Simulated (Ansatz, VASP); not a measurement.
**Cross-check of ZrC between VASP and Ansatz**

Aim: how closely do two programs agree when they are given the same cell, functional and k mesh? The cell is taken from a series of runs on this material, whose earlier steps may have relaxed, scaled, displaced or heated it; both programs get it as it stands.

Main program and level: Ansatz 0.2.0; plane waves, with VASP 6.6.1 beside it; PBE.

### 1. The starting structure

It takes space group Fm-3m (No. 225, cubic). The conventional cell has a = 4.709 Å, b = 4.709 Å, c = 4.709 Å, α = 90.00°, β = 90.00°, γ = 90.00°. Zr has 6 C at 2.35 Å nearest. C has 6 Zr at 2.35 Å nearest. Farther neighbours are not listed.

As a file:

```cif
data_structure
_symmetry_space_group_name_H-M 'P 1'
_symmetry_Int_Tables_number 1
_cell_length_a 3.3295
_cell_length_b 3.3295
_cell_length_c 3.3295
_cell_angle_alpha 60.000
_cell_angle_beta 60.000
_cell_angle_gamma 60.000
_cell_volume 26.10
loop_
_atom_site_label
_atom_site_type_symbol
_atom_site_fract_x
_atom_site_fract_y
_atom_site_fract_z
_atom_site_occupancy
Zr1 Zr 0.50000 0.50000 0.50000 1
C2 C 0.00000 0.00000 0.00000 1
```

### 2. Ansatz: elastic constants, PBE

Ansatz runs on its default PAW (the set named soft_2) files.

Elastic constants are differences of stresses under small strains, so they test the stress and the mesh.

File input.yaml:

```yaml
crystal:
  lattice:
    - [0.0, 2.354343753, 2.354343753]
    - [2.354343753, 0.0, 2.354343753]
    - [2.354343753, 2.354343753, 0.0]
  atoms:
    - { symbol: Zr, position: [0.5, 0.5, 0.5] }
    - { symbol: C, position: [0.0, 0.0, 0.0] }
kpoints:
  mp_grid: { grid: [28, 28, 28] }
hamiltonian:
  xc: pbe
scf:
  occupations: { method: methfessel_paxton, width: 0.25 }
output:
  forces: true
  stress: true
  eigenvalues: true
elastic:
  mode: relaxed_ion
  stencil: two_point
  amplitude: 0.01
```

Launch:

```
ansatz run input.yaml --threads 4 --pin off --max-ram 16384MiB --backend cpu --events-out ev --progress --plain --runs-dir out
```

Numbers of over 12 decimals in the logs are rounded to 6 here.

Output:

```text
Engine: ansatz 0.2.0, aarch64-unknown-linux-gnu
Pseudopotentials: kind: paw
Pseudopotential: Zr, paw, valence charge 12, recommended cutoff 420 eV (normal), Zr.paw.azcp
Pseudopotential: C, paw, valence charge 4, recommended cutoff 420 eV (normal), C.paw.azcp
Functional definition: PBE
  parameter kappa = 0.804
  parameter beta = 0.066725
  exchange = pbe_x(kappa = kappa, mu = beta*pi^2/3)
  correlation = pbe_c(beta = beta)
Crystal: 2 atoms, lattice volume = 26.100 Å³
Basis set: ecut = 420 eV, 531 PW (Γ), exchange–correlation on 48×48×48 points (8 copies of the dense FFT grid, shifted against one another)
Bands: 12, of which v1, the nominal top of the filled ones, is band 8 counted from 1 (7 counted from 0)
Symmetry: 48 space group operations
Space group: Fm-3m (ITA 225), of the structure as read, at distance tolerance 3.0e-5 Å
k-points: 624 of 21952
Non-local potential: Zr, projectors of the file, l = 0: 3, l = 1: 2, l = 2: 2, l = 3: 2
Non-local potential: C, projectors of the file, l = 0: 2, l = 1: 2, l = 2: 1
PAW form: soft (Blöchl's): semilocal exchange-correlation on the pseudo side does not see the compensation charge
PAW one-centre angular grid: Zr, 590 points (default); XC on 64 Gauss nodes
PAW one-centre angular grid: C, 110 points (default); XC on 64 Gauss nodes
Initial density: superposition of atomic densities (neutral atoms: chi_scale 0, normalization atom), corrected by the library's trained network
Initial wavefunctions: pseudopotential atomic-orbital guess
Functional: x = pbe(κ = 0.804, μ = 0.219515), c = pbe(β = 0.066725)
SCF iter   1: F=—  HF=-4436.496336 eV  |F-HF|=—  |Δ(HF+E_count)|=         —  Δρ=1.43e-3  dr2=5.25e-4  ethr=1.77e-3  ⟨swp⟩=5.0  Hψ=38270  notcnv=0
preconditioner: auto → none  [metal: Δε(μ)=0.013 eV  Ē_g=17.979 eV  σ=0.250 eV  W_gap=0.05  n_scr=8 (ndim 8)  ℏωp=27.2 eV  f_vac=0.000  D(μ)=0.29/eV (n_scr^D=0)  sad-step TF]
SCF iter   2: F=—  HF=-4436.495752 eV  |F-HF|=—  |Δ(HF+E_count)|=   5.84e-4  S|Δr|=    0.00e0  Δρ=8.56e-4  dr2=2.14e-4  ethr=3.28e-6  ⟨swp⟩=2.3  Hψ=15245  notcnv=0
SCF iter   3: F=—  HF=-4436.495738 eV  |F-HF|=—  |Δ(HF+E_count)|=   1.31e-5  S|Δr|=    0.00e0  Δρ=2.62e-4  dr2=1.41e-5  ethr=1.34e-6  ⟨swp⟩=2.0  Hψ=9586  notcnv=0
SCF iter   4: F=—  HF=-4436.495732 eV  |F-HF|=—  |Δ(HF+E_count)|=   6.01e-6  S|Δr|=    0.00e0  Δρ=8.04e-5  dr2=1.21e-6  ethr=8.83e-8  ⟨swp⟩=2.2  Hψ=12245  notcnv=0
SCF iter   5: F=—  HF=-4436.495732 eV  |F-HF|=—  |Δ(HF+E_count)|=   1.76e-7  S|Δr|=    0.00e0  Δρ=1.09e-5  dr2=1.68e-8  ethr=7.54e-9  ⟨swp⟩=2.0  Hψ=12470  notcnv=0
SCF iter   6: F=—  HF=-4436.495732 eV  |F-HF|=—  |Δ(HF+E_count)|=   2.42e-9  S|Δr|=    0.00e0  Δρ=4.18e-6  dr2=2.56e-9  ethr=1.05e-10  ⟨swp⟩=2.7  Hψ=12439  notcnv=0
SCF iter   7: F=—  HF=-4436.495732 eV  |F-HF|=—  |Δ(HF+E_count)|=   1.01e-9  S|Δr|=    0.00e0  Δρ=9.47e-7  dr2=1.13e-10  ethr=1.60e-11  ⟨swp⟩=2.3  Hψ=12172  notcnv=0
SCF iter   8: F=—  HF=-4436.495732 eV  |F-HF|=—  |Δ(HF+E_count)|=  4.18e-11  S|Δr|=    0.00e0  Δρ=1.24e-7  dr2=1.84e-12  ethr=7.08e-13 (applied; sched 1.00e-12)  ⟨swp⟩=2.2  Hψ=12320  notcnv=0
SCF iter   9: F=-4436.495732 eV  HF=-4436.495732 eV  |F-HF|=0.00e0  |Δ(HF+E_count)|=  1.82e-12  S|Δr|=    0.00e0  Δρ=8.70e-9  dr2=1.10e-14  ethr=1.00e-12  ⟨swp⟩=3.2  Hψ=30327  notcnv=0
SCF 1 converged in 9 iterations: F = -4436.495732 eV  dr2 = 1.10e-14
  greatest PAW one-centre occupation: 0.996 electrons in one spin orbital (limit 2), on the Zr atom at site 0 (counted from 0), in its partial waves of l = 0
Crystal: 2 atoms, lattice volume = 25.839 Å³
Symmetry: 16 space group operations
k-points: 1639 of 21952
Initial density: handed on by an earlier stage of this run
Initial wavefunctions: those handed on with the density
iter 1 solved again at ethr=8.93e-6 eV; its pass at ethr=3.10e-3 eV (dr2=1.43e-3 eV) is discarded
[...]
preconditioner: auto → none  [metal: Δε(μ)=0.001 eV  Ē_g=18.024 eV  σ=0.250 eV  W_gap=0.00  n_scr=8 (ndim 8)  ℏωp=27.3 eV  f_vac=0.000  D(μ)=0.29/eV (n_scr^D=0)]
[...]
SCF 2 converged in 7 iterations: F = -4436.491848 eV  dr2 = 7.52e-14
Crystal: 2 atoms, lattice volume = 26.361 Å³
[...]
preconditioner: auto → none  [metal: Δε(μ)=0.003 eV  Ē_g=17.934 eV  σ=0.250 eV  W_gap=0.01  n_scr=8 (ndim 8)  ℏωp=27.1 eV  f_vac=0.000  D(μ)=0.29/eV (n_scr^D=0)]
[...]
SCF 3 converged in 6 iterations: F = -4436.492131 eV  dr2 = 1.87e-14
  greatest PAW one-centre occupation: 0.995 electrons in one spin orbital (limit 2), on the Zr atom at site 0 (counted from 0), in its partial waves of l = 0
Crystal: 2 atoms, lattice volume = 26.099 Å³
Symmetry: 8 space group operations
k-points: 3060 of 21952
[...]
preconditioner: auto → none  [metal: Δε(μ)=0.005 eV  Ē_g=17.978 eV  σ=0.250 eV  W_gap=0.02  n_scr=8 (ndim 8)  ℏωp=27.2 eV  f_vac=0.000  D(μ)=0.29/eV (n_scr^D=0)]
[...]
SCF iter   5: F=—  HF=-4436.494489 eV  |F-HF|=—  |Δ(HF+E_count)|=  1.58e-10  S|Δr|=    0.00e0  Δρ=2.56e-7  dr2=6.46e-12  ethr=1.35e-12  ⟨swp⟩=2.1  Hψ=59934  notcnv=0
SCF iter   6: F=—  HF=-4436.494489 eV  |F-HF|=—  |Δ(HF+E_count)|=  9.09e-13  S|Δr|=    0.00e0  Δρ=4.07e-8  dr2=1.50e-13  ethr=4.04e-14 (applied; sched 1.00e-12)  ⟨swp⟩=2.5  Hψ=59373  notcnv=0
SCF iter   7: F=-4436.494489 eV  HF=-4436.494489 eV  |F-HF|=0.00e0  |Δ(HF+E_count)|=  1.82e-12  S|Δr|=    0.00e0  Δρ=2.84e-9  dr2=1.05e-15  ethr=1.00e-12  ⟨swp⟩=4.2  Hψ=110034  notcnv=0
SCF 4 converged in 7 iterations: F = -4436.494489 eV  dr2 = 1.05e-15
iter 1 solved again at ethr=2.70e-9 eV; its pass at ethr=3.10e-3 eV (dr2=4.32e-7 eV) is discarded
SCF iter   1: F=—  HF=-4436.494488 eV  |F-HF|=—  |Δ(HF+E_count)|=         —  Δρ=3.47e-5  dr2=3.75e-7  ethr=2.70e-9  ⟨swp⟩=2.1  Hψ=249604  notcnv=0
SCF iter   2: F=—  HF=-4436.494489 eV  |F-HF|=—  |Δ(HF+E_count)|=   4.73e-7  S|Δr|=    0.00e0  Δρ=1.31e-5  dr2=4.17e-8  ethr=2.34e-9  ⟨swp⟩=2.0  Hψ=41826  notcnv=0
SCF iter   3: F=—  HF=-4436.494489 eV  |F-HF|=—  |Δ(HF+E_count)|=   9.11e-9  S|Δr|=    0.00e0  Δρ=2.69e-6  dr2=1.40e-9  ethr=2.60e-10  ⟨swp⟩=2.0  Hψ=41595  notcnv=0
SCF iter   4: F=—  HF=-4436.494489 eV  |F-HF|=—  |Δ(HF+E_count)|=  5.72e-10  S|Δr|=    0.00e0  Δρ=2.79e-7  dr2=1.45e-11  ethr=8.75e-12  ⟨swp⟩=2.1  Hψ=52745  notcnv=0
SCF iter   5: F=—  HF=-4436.494489 eV  |F-HF|=—  |Δ(HF+E_count)|=  4.55e-12  S|Δr|=    0.00e0  Δρ=5.37e-8  dr2=5.12e-13  ethr=9.08e-14 (applied; sched 1.00e-12)  ⟨swp⟩=2.5  Hψ=59603  notcnv=0
SCF iter   6: F=-4436.494489 eV  HF=-4436.494489 eV  |F-HF|=9.09e-13  |Δ(HF+E_count)|=    0.00e0  S|Δr|=    0.00e0  Δρ=9.05e-9  dr2=1.85e-14  ethr=1.00e-12  ⟨swp⟩=4.2  Hψ=123408  notcnv=0
SCF 5 converged in 6 iterations: F = -4436.494489 eV  dr2 = 1.85e-14
SCF converged after 9 iterations
Stability not checked: this state was not tested for a lower state beside it, because cold or Methfessel-Paxton smearing, or corrected tetrahedra, fill the levels in a way that the test cannot read (fill_not_monotonic; see scf.lower_state_search)
Free energy (F): -4436.495732 eV
Harris-Foulkes:  -4436.495732 eV  (|F-HF|=0.00e0)
Internal energy: -4436.496170 eV  (E = F + TS)
E sigma→0 (E₀):  -4436.495842 eV
Entropy (-TS):   0.000438 eV (0.219 meV/atom)
Fermi energy:    14.787239 eV
Step filling:    the computed levels leave a gap of 0.0015 eV = 0.0 smearing widths at the electron count; against every level under it full and every level over it empty, smearing changes F+E_penalty+E_count by +0.019 meV and its σ→0 estimate by -0.091 meV
--- Per-component energies (eV) ---
  E_band       = -50.241865
  E_kinetic    = 422.207064
  E_local      = -597.462897  (includes V_loc(G=0)·N_el)
  E_nonlocal   = 104.381432
  E_hartree    = 179.339736
  E_xc         = -211.336403
  E_vxc        = -252.647180  (∫ρ·V_xc dr)
  E_paw        = -3051.986484  (= ΣΔE_a)
  E_vpaw       = -85.399786  (= ΣTr[D̂ρ^β])
  E_aug_tail   = 0.000034  (compensation charges beyond the density's cutoff)
  E_ewald      = -1281.638650
  E_smearing   = 0.000438  (= −TS)
  E_closure    = -0.000000  (closes the sum)
  Σ components = -4436.495732   (vs F -4436.495732, Δ=0.00e0)
--- Forces (eV/Å), atoms counted from 1 ---
  atom   1  Zr     0.00000000    -0.00000000     0.00000000
  atom   2  C     -0.00000000     0.00000000    -0.00000000
  max |Σ_I F_I| component: 4.31e-29 eV/Å
--- Stress (GPa, compression-positive) ---
        0.001886      -0.000000       0.000000
        0.000000       0.001886       0.000000
        0.000000       0.000000       0.001886
  P = ⅓ Tr σ = 0.0019 GPa (0.019 kbar)
--- Band table (eV; the first three rows and the last of 624) ---
  k-point 0: bands = [... 4 lower, 3.4870, 15.7100, 15.7100, 15.7100, 15.8691, 15.8691, 15.8691, 17.5732]
  k-point 1: bands = [... 4 lower, 3.5161, 15.3387, 15.4682, 15.4682, 15.9838, 15.9838, 16.1719, 17.7602]
  k-point 2: bands = [... 4 lower, 3.6023, 14.8421, 15.0616, 15.0616, 16.1156, 16.1156, 16.4732, 18.2137]
  k-point 623: bands = [... 4 lower, 5.3369, 12.1501, 12.4375, 12.4375, 18.0468, 18.0468, 20.4099, 21.7734]
--- Elastic constants: 2 strain directions × 2 members + reference (group order 48) ---
  dense FFT box of the reference and of every strained cell: 24×24×24
  strains applied: 11, 23; error gains: componentwise 1.00 (the most a stress slope's error grows in a printed constant), spectral 1.73 (1 for all six strains in a standard setting)
  C = ∂σ_k/∂η_j (tension-positive GPa; Voigt order 11 22 33 23 13 12):
       459.894    103.850    103.850     -0.000      0.000      0.000
       103.850    459.894    103.850      0.000      0.000     -0.000
       103.850    103.850    459.894      0.000      0.000      0.000
         0.000     -0.000     -0.000    152.830     -0.000      0.000
        -0.000      0.000      0.000     -0.000    152.830      0.000
         0.000     -0.000      0.000     -0.000     -0.000    152.830
  reference stress σ⁰ (GPa):     -0.002     -0.002     -0.002     -0.000     -0.000      0.000
  C* (energy form; C + prestress term) asymmetry max|C*_kj − C*_jk| = 1.421e-14 GPa — a small one proves nothing (zero by symmetry where the batch's group is 432, −43m or m−3m); a large one is finite-difference/SCF noise where every solve meets its electron count
  moduli (Voigt/Reuss/Hill, GPa): K = 222.53/222.53/222.53   G = 162.91/162.00/162.45   E = 391.98   ν = 0.206
  mechanically stable: yes (min eigenvalue of sym C = 152.83 GPa)
  strain η (Voigt 11):  stress-route row diagonal C_11 = 459.89 GPa, energy-path curvature d²(F+E_count+ΔE)/dδ²/Ω₀ = 459.60 GPa
         δ    σ_11 (GPa)             F (eV)   n_scf  n_hpsi   n_pw
    -1.000e-2      -4.8500       -4436.4918484       7  395365    532   relax 0 steps, max|allowed force component| 4.14e-30 eV/Å
     1.000e-2       4.3479       -4436.4921306       6  334906    533   relax 0 steps, max|allowed force component| 8.38e-30 eV/Å
  strain η (Voigt 23):  stress-route row diagonal C_44 = 152.83 GPa, energy-path curvature d²(F+E_count+ΔE)/dδ²/Ω₀ = 152.84 GPa
         δ    σ_23 (GPa)             F (eV)   n_scf  n_hpsi   n_pw
    -1.000e-2      -1.5283       -4436.4944886       7  675724    533   relax 0 steps, max|allowed force component| 1.97e-29 eV/Å
     1.000e-2       1.5283       -4436.4944886       6  611451    533   relax 0 steps, max|allowed force component| 2.29e-29 eV/Å
```

Reading the cycles: dr2 is the Hartree energy of the density residual (eV), the measure of convergence; HF is the Harris–Foulkes estimate of the energy, which meets the free energy F at convergence.

(Continued in part 2 of 2.)

[Lines on the potential files, build, host, timing and source positions are cut from VASP's logs without a mark.]

[Logs are printed without paths, hosts, clocks, repeated set-up lines and the standing remarks that a program may print on its own settings, such as how far it seeks lower states.]

[Hosts, paths, dates, database ids (printed as entryN), source tags and the programs' standing remarks are cut or masked in the printed files.]
